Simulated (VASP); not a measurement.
```
RuN
1.0
    0.00000     2.24966     2.24966
    2.24966     0.00000     2.24966
    2.24966     2.24966     0.00000
Ru N
1 1
Direct
  0.00000   0.00000   0.00000
  0.25000   0.25000   0.25000
```

Level of theory: PBEsol GGA, VASP's PBE PAW potentials (set 64) (plane waves; VASP). Run with 520 eV cut-off, Gaussian smearing of 0.050 eV, potentials Ru_pv N.

### Question
What does the run give for the band gap (along the path) with the smallest direct gap where there is one?

### Answer

```
Item                                                         Result
-------------------------  ----------------------------------------
band gap (along the path)  none (metal, semimetal or under 0.01 eV)
```

Total energies compare only between runs with the same potentials, cut-off and functional.

The structure was generated: RuN was put into the zinc blende type (F-43m), which need not be its known phase. It was relaxed first, which changed the volume by -28 %. The electron count is odd and the run is not spin-polarised, which forces a metal.
